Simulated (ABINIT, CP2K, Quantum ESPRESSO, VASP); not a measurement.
**Pt: programs and potentials compared**

```
CELL_PARAMETERS angstrom
2.52308 0.00000 0.00000
0.00000 2.52308 0.00000
0.00000 0.00000 23.80000
ATOMIC_POSITIONS crystal
Pt 0.00000 0.00000 0.29412
```

Alike in all runs: functional PBE; k mesh 10 × 10 × 1; occupations fermi-dirac, width 0.05 eV; no spin polarisation; no spin-orbit coupling.

```
                                       program and potentials  plane-wave cutoff (eV)                                                  notes  band gap (eV)
                               VASP, PBE PAW files Pt, 520 eV                     520                10 valence electrons an atom on average         no gap
                                     ABINIT, JTH PAW PBE v2.0                     435                10 valence electrons an atom on average         no gap
CP2K, POTENTIAL_UZH Pt GTH-PBE-q18; TZVP-MOLOPT-PBE-GTH basis                       -  atomic basis; 18 valence electrons an atom on average         no gap
           Quantum ESPRESSO, PseudoDojo 0.4.1 SR PBE standard                    1143                18 valence electrons an atom on average         no gap
```

None finds a gap. Rows in atomic bases carry the error of their basis and grid, which can be large.

Differences between rows come from potentials, basis sets and numerical settings, since the functional is the same but for its coding. Runs on potential files found faulty are left out.
